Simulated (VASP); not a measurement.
# Native point defects of Nb3B4, part 2 of 2

Aim: formation energies of the vacancies and antisites of Nb3B4, in the two limits of its composition. The start is a cell from a database of measured crystal structures.

VASP 6.6.1; PBEsol; plane waves and PAW (Nb_pv, B).

So far. Step 2 (The host at zero pressure): The run ended after 11 ionic steps, 0.678 eV below its first step, once forces and stress met EDIFFG = -0.02. Step 2 (The host at zero pressure): An edge changed by 5 % against the database cell. The relaxed cell has a, b, c = 3.141, 3.290, 14.080 Å (conventional setting).

## (3) Relax the host again, on a new basis

The volume changed by more than 5 %, so the plane waves of the start no longer fit; a second relaxation removes that error.

INCAR

```
SYSTEM = Nb3B4
PREC = Accurate
ENCUT = 420
EDIFF = 1E-06
NELM = 120
ISMEAR = 0
SIGMA = 0.05
LREAL = .FALSE.
ALGO = Normal
GGA = PS
NBANDS = 29
LASPH = .TRUE.
LORBIT = 11
LWAVE = .FALSE.
LCHARG = .FALSE.
KPAR = 8
IBRION = 2
NSW = 30
ISIF = 3
EDIFFG = -0.02
POTIM = 0.4
```

POSCAR

```
Nb3B4
1.0
   -1.5704016578      1.6448005173      7.0400340583
    1.5704016578     -1.6448005173      7.0400340583
    1.5704016578      1.6448005173     -7.0400340583
Nb B
3 4
Direct
    0.0000000000      0.5000000000      0.5000000000
    0.8147708050      0.8147708050      0.0000000000
    0.1852291950      0.1852291950      0.0000000000
    0.6325119746      0.6325119746      0.0000000000
    0.3674880254      0.3674880254      0.0000000000
    0.5642702664      0.0642702664      0.5000000000
    0.4357297336      0.9357297336      0.5000000000
```

KPOINTS

```
Automatic mesh
0
Gamma
8 8 8
0 0 0
```

PAW data sets: Nb_pv and B (PBE family, release 64).

On the command line:

```bash
$ mpirun -np 8 vasp_std
```

Output:

```text
[banner, memory and clock lines left out]
running    8 mpi-ranks, on    1 nodes
 distrk:  each k-point on    1 cores,    8 groups
 distr:  one band on    1 cores,    1 groups

 POSCAR found type information on POSCAR NbB
 POSCAR found :  2 types and       7 ions
 [... a notice as in an earlier step ...]

 [... a notice as in an earlier step ...]

 LDA part: xc-table for (Slater+PW92), standard interpolation
 POSCAR, INCAR and KPOINTS ok, starting setup
 FFT: planning ... GRIDC
 FFT: planning ... GRID_SOFT
 FFT: planning ... GRID
 WAVECAR not read
 entering main loop
       N       E                     dE             d eps       ncg     rms          rms(c)
DAV:   1     0.454402180714E+03    0.45440E+03   -0.19090E+04  5582   0.140E+03
DAV:   2    -0.286678300055E+02   -0.48307E+03   -0.47043E+03  5661   0.648E+02
DAV:   3    -0.720851865814E+02   -0.43417E+02   -0.41486E+02  9386   0.150E+02
DAV:   4    -0.737225249318E+02   -0.16373E+01   -0.15885E+01  9332   0.290E+01
DAV:   5    -0.737512254437E+02   -0.28701E-01   -0.28146E-01  9364   0.361E+00    0.494E+01
DAV:   6    -0.665044004124E+02    0.72468E+01   -0.34587E+01  9039   0.416E+01    0.162E+01
DAV:   7    -0.663898789298E+02    0.11452E+00   -0.16962E+00  8892   0.104E+01    0.740E+00
DAV:   8    -0.663770364631E+02    0.12842E-01   -0.55944E-01  8736   0.769E+00    0.273E+00
DAV:   9    -0.663357097895E+02    0.41327E-01   -0.16346E-01  8796   0.523E+00    0.883E-01
DAV:  10    -0.663350422712E+02    0.66752E-03   -0.18779E-02  8940   0.128E+00    0.208E-01
DAV:  11    -0.663349431023E+02    0.99169E-04   -0.18494E-03  8503   0.465E-01    0.991E-02
DAV:  12    -0.663349091189E+02    0.33983E-04   -0.25034E-04  9084   0.164E-01    0.262E-02
DAV:  13    -0.663349051578E+02    0.39611E-05   -0.22397E-05  8628   0.460E-02    0.127E-02
DAV:  14    -0.663349048171E+02    0.34073E-06   -0.10404E-06  4276   0.116E-02
   1 F= -.66334905E+02 E0= -.66332787E+02  d E =-.663349E+02
 curvature:   0.00 expect dE= 0.000E+00 dE for cont linesearch  0.000E+00
 trial: gam= 0.00000 g(F)=  0.469E-04 g(S)=  0.714E-04 ort = 0.000E+00 (trialstep = 0.100E+01)
 search vector abs. value=  0.118E-03
 reached required accuracy - stopping structural energy minimisation
```

The job ended after 64 s (8 MPI ranks of Intel Xeon 6975P-C (Granite Rapids), shared host; peak memory 3.4 GiB).

OUTCAR, selected parts (step 3):

```text
  LATTYP: Found a body centered orthorhombic cell.
 ALAT       =     3.1408033156
 B/A-ratio  =     1.0473756883
 C/A-ratio  =     4.4829512395

The static configuration has the point symmetry D_2h.

 Found     95 irreducible k-points:

   dimension x,y,z NGX =    50 NGY =   50 NGZ =   50
   dimension x,y,z NGXF=   100 NGYF=  100 NGZF=  100

   ENCUT  =  420.0 eV  30.87 Ry    5.56 a.u.  12.36 12.36 12.36*2*pi/ulx,y,z

   NELECT =      45.0000    total number of electrons

 E-fermi :   7.3838

 k-point     1 :       0.0000    0.0000    0.0000
  band No.  band energies     occupation
    ...
     17       3.7089      2.00000
     18       3.8199      2.00000
     19       4.1672      2.00000
     20       4.4997      2.00000
     21       5.1255      2.00000
     22       7.6883      0.00000
     23       7.9645      0.00000
     24       8.2394      0.00000
     25       8.6993      0.00000
     26       9.4620      0.00000
    ...

 k-point     2 :       0.1250   -0.0000    0.0000
  band No.  band energies     occupation
    ...
     18       3.8146      2.00000
     19       4.1245      2.00000
     20       4.4662      2.00000
     21       5.8534      2.00000
     22       7.3658      1.38831
     23       7.4543      0.04615
     24       7.9412      0.00000
     25       8.4874      0.00000
     26       9.1751      0.00000
     27       9.4587      0.00000
    ...

  Total        0.0631813      0.0861636     -0.0390973      0.0000000      0.0000000      0.0000000
  in kB        1.3916826      1.8979100     -0.8611890      0.0000000      0.0000000      0.0000000
  external PRESSURE =       0.8094679 kB  Pullay stress =       0.0000000 kB

 POSITION                                       TOTAL-FORCE (eV/Angst)
 -----------------------------------------------------------------------------------
      1.57040      0.00000      0.00000         0.000000      0.000000     -0.000000
      0.00000      0.00000     11.47203         0.000000     -0.000000      0.018319
      0.00000      0.00000      2.60804        -0.000000     -0.000000     -0.018319
      0.00000      0.00000      8.90581         0.000000      0.000000     -0.012381
      0.00000      0.00000      5.17426         0.000000      0.000000      0.012381
      0.00000      1.64480      0.90493         0.000000     -0.000000      0.010925
      1.57040     -0.00000      6.13510        -0.000000      0.000000     -0.010925
 -----------------------------------------------------------------------------------
    total drift:                               -0.000000      0.000000     -0.000000

  FREE ENERGIE OF THE ION-ELECTRON SYSTEM (eV)
  ---------------------------------------------------
  free  energy   TOTEN  =       -66.3349048171 eV

  energy  without entropy=      -66.3306692720  energy(sigma->0) =      -66.33278704

 total charge
# of ion       s       p       d       tot
------------------------------------------
    1        0.340   6.456   3.209  10.004
    2        0.375   6.470   3.180  10.024
    3        0.375   6.470   3.180  10.024
    4        0.672   1.199   0.000   1.871
    5        0.672   1.199   0.000   1.871
    6        0.666   1.261   0.000   1.928
    7        0.666   1.261   0.000   1.928
--------------------------------------------------
tot          3.766  24.317   9.569  37.652

[... 4 parts as in an earlier step ...]

[... 7 further parts left out ...]
```

Little changed from the start: no atom moved by 0.005 Å and no cell edge by 0.1 %.

Numbers from this step:

- electronic cycles: 14
- free energy (TOTEN): -66.3349 eV
- energy at zero smearing: -66.3328 eV

The start already met the threshold, so nothing moved.

## (4) The supercell without the defect

System of this step: Nb3B4. The cell holds 42 atoms: 18 Nb and 24 B. Its edges and angles: a = 21.242 Å, b = 22.195 Å, c = 7.398 Å, α = 155.5°, β = 160.8°, γ = 24.0°. It derives from Nb3B4.

The same cell, mesh and cutoff without the defect give the energy to subtract and, in a gapped host, the band edges to count from, so that most errors cancel.

INCAR

```
SYSTEM = Nb3B4
PREC = Normal
ENCUT = 320
EDIFF = 1E-05
NELM = 120
ISMEAR = 1
SIGMA = 0.2
LREAL = Auto
ALGO = Fast
GGA = PS
LASPH = .TRUE.
LORBIT = 11
LWAVE = .FALSE.
LCHARG = .FALSE.
KPAR = 4
NCORE = 2
```

POSCAR

```
Nb3B4
1.0
   -1.5704016578      1.6448005173     21.1201021749
    4.7112049734     -4.9344015519     21.1201021749
    1.5704016578      1.6448005173     -7.0400340583
Nb B
18 24
Direct
    0.0000000000      0.1666666667      0.5000000000
    0.0000000000      0.5000000000      0.5000000000
    0.0000000000      0.8333333333      0.5000000000
    0.5000000000      0.3333333333      0.5000000000
    0.5000000000      0.6666666667      0.5000000000
    0.5000000000      0.0000000000      0.5000000000
    0.4073854025      0.1357951342      0.0000000000
    0.4073854025      0.4691284675      0.0000000000
    0.4073854025      0.8024618008      0.0000000000
    0.9073854025      0.3024618008      0.0000000000
    0.9073854025      0.6357951342      0.0000000000
    0.9073854025      0.9691284675      0.0000000000
    0.0926145975      0.0308715325      0.0000000000
    0.0926145975      0.3642048658      0.0000000000
    0.0926145975      0.6975381992      0.0000000000
    0.5926145975      0.1975381992      0.0000000000
    0.5926145975      0.5308715325      0.0000000000
    0.5926145975      0.8642048658      0.0000000000
    0.3162559873      0.1054186624      0.0000000000
    0.3162559873      0.4387519958      0.0000000000
    0.3162559873      0.7720853291      0.0000000000
    0.8162559873      0.2720853291      0.0000000000
    0.8162559873      0.6054186624      0.0000000000
    0.8162559873      0.9387519958      0.0000000000
    0.1837440127      0.0612480042      0.0000000000
    0.1837440127      0.3945813376      0.0000000000
    0.1837440127      0.7279146709      0.0000000000
    0.6837440127      0.2279146709      0.0000000000
    0.6837440127      0.5612480042      0.0000000000
    0.6837440127      0.8945813376      0.0000000000
    0.2821351332      0.9273783777      0.5000000000
    0.2821351332      0.2607117111      0.5000000000
    0.2821351332      0.5940450444      0.5000000000
    0.7821351332      0.0940450444      0.5000000000
    0.7821351332      0.4273783777      0.5000000000
    0.7821351332      0.7607117111      0.5000000000
    0.2178648668      0.2392882889      0.5000000000
    0.2178648668      0.5726216223      0.5000000000
    0.2178648668      0.9059549556      0.5000000000
    0.7178648668      0.4059549556      0.5000000000
    0.7178648668      0.7392882889      0.5000000000
    0.7178648668      0.0726216223      0.5000000000
```

KPOINTS

```
Automatic mesh
0
Gamma
4 3 10
0 0 0
```

On the command line:

```bash
$ mpirun -np 8 vasp_std
```

Output:

```text
[banner, memory and clock lines left out]
running    8 mpi-ranks, on    1 nodes
[...]
[... a notice as in an earlier step ...]

 LDA part: xc-table for (Slater+PW92), standard interpolation
 POSCAR, INCAR and KPOINTS ok, starting setup
[...]
entering main loop
       N       E                     dE             d eps       ncg     rms          rms(c)
DAV:   1     0.267627593190E+04    0.26763E+04   -0.95606E+04 20376   0.128E+03
DAV:   2    -0.156235846100E+03   -0.28325E+04   -0.27585E+04 23544   0.695E+02
DAV:   3    -0.422294561135E+03   -0.26606E+03   -0.25297E+03 33592   0.178E+02
DAV:   4    -0.441250733483E+03   -0.18956E+02   -0.18080E+02 32472   0.439E+01
[...]
RMM:  17    -0.397859226846E+03   -0.60501E-03   -0.78266E-03 27959   0.152E-01    0.145E-01
RMM:  18    -0.397859197609E+03    0.29238E-04   -0.20223E-03 26923   0.112E-01    0.680E-02
RMM:  19    -0.397859335912E+03   -0.13830E-03   -0.14425E-03 24750   0.394E-02    0.333E-02
 hard stop encountered!  aborting job ...
|                                                                             |
|           W    W    AA    RRRRR   N    N  II  N    N   GGGG   !!!           |
|           W    W   A  A   R    R  NN   N  II  NN   N  G    G  !!!           |
|           W    W  A    A  R    R  N N  N  II  N N  N  G       !!!           |
|           W WW W  AAAAAA  RRRRR   N  N N  II  N  N N  G  GGG   !            |
|           WW  WW  A    A  R   R   N   NN  II  N   NN  G    G                |
|           W    W  A    A  R    R  N    N  II  N    N   GGGG   !!!           |
|                                                                             |
|     The electronic self-consistency was not achieved in the given           |
|     number of steps (NELM). The forces and other quantities evaluated       |
|     might not be reliable so examine the results carefully. If you find     |
|     spurious results, we suggest increasing NELM, if you were close to      |
|     convergence or switching to a different ALGO or adjusting the           |
|     density mixing parameters otherwise.                                    |
|                                                                             |

 soft stop encountered!  aborting job ...
```

Run time: 26 min. Hardware: 8 MPI ranks.

The run was stopped at its time limit, so it gives no result of its own.

## (5) Summary of results

```json
{
  "result": "none"
}
```

**Reading.** The session ends without its result: «perfect supercell» met its time limit.

[Lines on the potential files, build, host, timing and source positions are cut from VASP's logs without a mark.]

[Logs are printed without paths, hosts, clocks, repeated set-up lines and the standing remarks that a program may print on its own settings, such as how far it seeks lower states.]

[Hosts, paths, dates, database ids (printed as entryN), source tags and the programs' standing remarks are cut or masked in the printed files.]

[In band tables of VASP the shares of atoms and orbitals are scaled to a sum of 1 inside the atoms' spheres.]

[Runs that stopped without an error message from VASP are left out.]
